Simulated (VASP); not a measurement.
Input:

```
PtS2
1.0
    3.50474     0.00000     0.00000
   -1.75237     3.03519     0.00000
    0.00000     0.00000     5.52767
Pt S
1 2
Cartesian
  0.00000   0.00000   0.00000
  1.75237   1.01173   4.30970
  0.00000   2.02346   1.21797
```

Computed with PBE GGA, VASP's PBE PAW potentials (set 64) (plane waves; VASP). Settings: 300 eV cut-off, 6×6×3 Γ-centred mesh, Fermi-Dirac smearing of 0.050 eV, potentials Pt S.

At this cut-off the stress carries a Pulay error, which pulls relaxed volumes low.

**Question.** Give the force on each atom (eV/Å).

**Answer.** 
```csv
atom,Fx,Fy,Fz
Pt1,0.000,0.000,0.000
S2,0.000,0.000,-0.560
S3,0.000,0.000,0.560
```

**Question.** Give the stress tensor in GPa (positive for a compressed cell).

**Answer.** 
```
7.80  0.00  0.00
0.00  7.80  0.00
0.00  0.00  4.48
```
The pressure is its mean diagonal, 6.70 GPa.

The structure comes from a computed database's PtS2 entry; how it stands against other phases isn't given here. The cell was not relaxed at this level.
